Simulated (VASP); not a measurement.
Input:

```
MgI2
1.0
    2.18948    -3.79230     0.00000
    2.18948     3.79230     0.00000
    0.00000     0.00000     7.17723
Mg I
1 2
Direct
  0.00000   0.00000   0.00000
  0.33333   0.66667   0.24084
  0.66667   0.33333   0.75916
```

All values below come from vdW-DF2, VASP's PBE PAW potentials (set 64) (plane waves; VASP). Run with 520 eV cut-off, 6×6×3 Γ-centred mesh, Gaussian smearing of 0.050 eV, potentials Mg I.

Task: The ions and cell shape at fixed volume are relaxed. What does this cell relax into?

Result: 
```
MgI2
1.0
    2.16840    -3.75578     0.00000
    2.16840     3.75578     0.00000
    0.00000     0.00000     7.31747
Mg I
1 2
Direct
  0.00000   0.00000   0.00000
  0.33333   0.66667   0.23158
  0.66667   0.33333   0.76842
```
Space group P-3m1 (164), at a tolerance of 0.03 Å.

Task: How much energy does the relaxation gain?

Result: The energy (σ→0) changes by -5.1 meV/atom, in 6 ionic steps.

| step | E(σ→0) (eV) | max force (eV/Å) | pressure (GPa) | volume (Å³) |
|---|---|---|---|---|
| 1 | -2.1469 | 0.221 | -1.32 | 119.19 |
| 2 | -2.1512 | 0.177 | -1.22 | 119.19 |
| 3 | -2.1585 | 0.040 | -0.90 | 119.19 |
| 4 | -2.1590 | 0.010 | -0.77 | 119.19 |
| 5 | -2.1613 | 0.007 | -0.70 | 119.19 |
| 6 | -2.1623 | 0.003 | -0.61 | 119.19 |

The compound is MgI2 in the 1T layered structure. This cell is one point of a volume scan, at 1.06 of the reference volume. Symmetry was kept, so distortions that lower it aren't found.
